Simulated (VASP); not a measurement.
# TiC: relaxation of cell and atoms with r2SCAN

TiC:

```xyz
2
Lattice="0.0000 2.1665 2.1665 2.1665 0.0000 2.1665 2.1665 2.1665 0.0000" Properties=species:S:1:pos:R:3 pbc="T T T"
Ti    0.0000    0.0000    0.0000
C     2.1665    2.1665    2.1665
```

- Program: VASP 6.6.1
- Task: relaxation of cell and atoms
- Functional: r2SCAN
- Potentials or basis: VASP PAW PBE potentials, release 64 (Ti_sv, C)
- Cutoff: 520 eV
- k mesh: 16 × 16 × 16
- Occupations: gaussian, width 0.1 eV
- Spin: no spin polarisation
- Further INCAR settings: ALGO = Normal; EDIFF = 1e-07; IBRION = 2; EDIFFG = -0.002; NSW = 80; ISIF = 3

```yaml
Pressure_after_relaxing: 0.0 GPa
Band_gap_on_the_k_mesh: none (metal or under the smearing width)
```

Final structure:
```
CELL_PARAMETERS angstrom
0.00000 2.16653 2.16653
2.16653 0.00000 2.16653
2.16653 2.16653 0.00000
ATOMIC_POSITIONS crystal
Ti 0.00000 0.00000 0.00000
C 0.50000 0.50000 0.50000
```

Levels at points of the mesh, in eV from the Fermi level:
```tsv
k point	band 6	band 7	band 8	band 9	band 10	band 11
(0.00, 0.00, 0.00)	0.87	0.87	0.87	1.67	1.67	1.67
(0.50, 0.00, 0.00)	-6.08	-3.12	-3.12	3.14	3.14	4.37
(0.50, 0.50, 0.00)	-3.68	-1.51	-0.14	-0.14	2.73	3.77
```

Wall time 89 s on 1 thread of Intel(R) Xeon(R) Platinum 8375C CPU @ 2.90GHz (Ice Lake), on a shared host, peak memory 0.17 GiB.

Caveat: the relaxation stopped at its first step, so nothing moved; the PAW data sets were made with another functional, which shifts forces and pressure a little.
